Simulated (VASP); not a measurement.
Output of a VASP run:

**OSZICAR**
```
       N       E                     dE             d eps       ncg     rms          rms(c)
DAV:   1     0.708657526929E+02    0.70866E+02   -0.96458E+03  1008   0.148E+03
DAV:   2    -0.418132458598E+02   -0.11268E+03   -0.10300E+03  1512   0.318E+02
DAV:   3    -0.465058330260E+02   -0.46926E+01   -0.46666E+01  1288   0.647E+01
DAV:   4    -0.465475460152E+02   -0.41713E-01   -0.41692E-01  1252   0.667E+00
DAV:   5    -0.465480885675E+02   -0.54255E-03   -0.54248E-03  1272   0.731E-01    0.111E+01
DAV:   6    -0.401984755306E+02    0.63496E+01   -0.61933E+00  1160   0.218E+01    0.579E+00
DAV:   7    -0.380612871549E+02    0.21372E+01   -0.69727E-01  1244   0.950E+00    0.291E+00
DAV:   8    -0.403210921746E+02   -0.22598E+01   -0.17479E+00  1136   0.126E+01    0.197E+00
DAV:   9    -0.388525135653E+02    0.14686E+01   -0.54020E-01  1024   0.913E+00    0.262E-01
DAV:  10    -0.385363888431E+02    0.31612E+00   -0.10076E-01  1132   0.366E+00    0.189E-01
DAV:  11    -0.384897640917E+02    0.46625E-01   -0.14976E-02  1084   0.155E+00    0.182E-01
DAV:  12    -0.384286113203E+02    0.61153E-01   -0.25702E-02  1012   0.200E+00    0.125E-01
DAV:  13    -0.385234727958E+02   -0.94861E-01   -0.22508E-02  1020   0.167E+00    0.665E-02
DAV:  14    -0.385426072420E+02   -0.19134E-01   -0.28454E-03  1056   0.799E-01    0.249E-02
DAV:  15    -0.385435032600E+02   -0.89602E-03   -0.46385E-04  1172   0.303E-01    0.778E-03
DAV:  16    -0.385435574776E+02   -0.54218E-04   -0.21200E-05  1200   0.609E-02    0.463E-03
DAV:  17    -0.385435709590E+02   -0.13481E-04   -0.42234E-06  1192   0.258E-02    0.399E-03
DAV:  18    -0.385435832419E+02   -0.12283E-04   -0.39474E-06  1084   0.284E-02    0.949E-04
DAV:  19    -0.385435831371E+02    0.10478E-06   -0.14379E-07   784   0.493E-03
   1 F= -.37516953E+02 E0= -.37516953E+02  d E =-.375170E+02
```

File OUTCAR:
```
------------------------ aborting loop because EDIFF is reached ----------------------------------------
  FORCE on cell =-STRESS in cart. coord.  units (eV):
  Direction    XX          YY          ZZ          XY          YZ          ZX
  --------------------------------------------------------------------------------------
  Total        1.0250467      1.0250471      1.0328146      0.0000000      0.0000000      0.0000000
  in kB       49.9228737     49.9228953     50.3011951      0.0000000      0.0000000      0.0000000
  external PRESSURE =       0.0489880 kB  Pullay stress =      50.0000000 kB
  volume of cell :       32.90
      direct lattice vectors                 reciprocal lattice vectors
     1.246326027 -2.158700470  0.000000000     0.401179137 -0.231620832  0.000000000
     1.246326027  2.158700470  0.000000000     0.401179137  0.231620832  0.000000000
     0.000000000  0.000000000  6.113650358     0.000000000  0.000000000  0.163568399
  FREE ENERGIE OF THE ION-ELECTRON SYSTEM (eV)
  ---------------------------------------------------
  free  energy   TOTEN  =       -38.5435831371 eV

  energy  without entropy=      -38.5435831371  energy(sigma->0) =      -38.54358314
  enthalpy is  TOTEN    =       -37.5169528654 eV   P V=        1.0266302717

 reached required accuracy - stopping structural energy minimisation
```
(Selected blocks of OUTCAR.)

File POSCAR:
```
BN
1
    1.2463260273    -2.1587004701    -0.0000000000
    1.2463260273     2.1587004701    -0.0000000000
   -0.0000000000    -0.0000000000     6.1136503582
B N
2 2
Direct
  0.3333330000   0.6666670000   0.2500000000
  0.6666670000   0.3333330000   0.7500000000
  0.6666670000   0.3333330000   0.2500000000
  0.3333330000   0.6666670000   0.7500000000
```

Write an INCAR and KPOINTS that could have produced this output.

Several could match; the one computed here: the input of the run itself, r2SCAN meta-GGA, plane waves, VASP's PBE PAW potentials (set 64).

### KPOINTS
```
Automatic mesh
0
Gamma
10 10 4
0 0 0
```

### INCAR
```
! general
SYSTEM  = BN
PREC    = Accurate
ENCUT   = 620
LREAL   = .FALSE.
LASPH   = .TRUE.

! electronic loop
EDIFF   = 1E-6
NELM    = 100
ALGO    = Normal
LMIXTAU = .TRUE.

! smearing
ISMEAR  = 0
SIGMA   = 0.05

! functional
METAGGA = R2SCAN

! ions
IBRION  = 2
NSW     = 40
ISIF    = 3
EDIFFG  = -0.02
PSTRESS = 50

! output
LWAVE   = .FALSE.
LCHARG  = .FALSE.
```

POTCAR, in this order: B N (PBE.64 set). Program: vasp_std.

The compound is BN in the hex structure. It was relaxed first under an external pressure of 5 GPa.
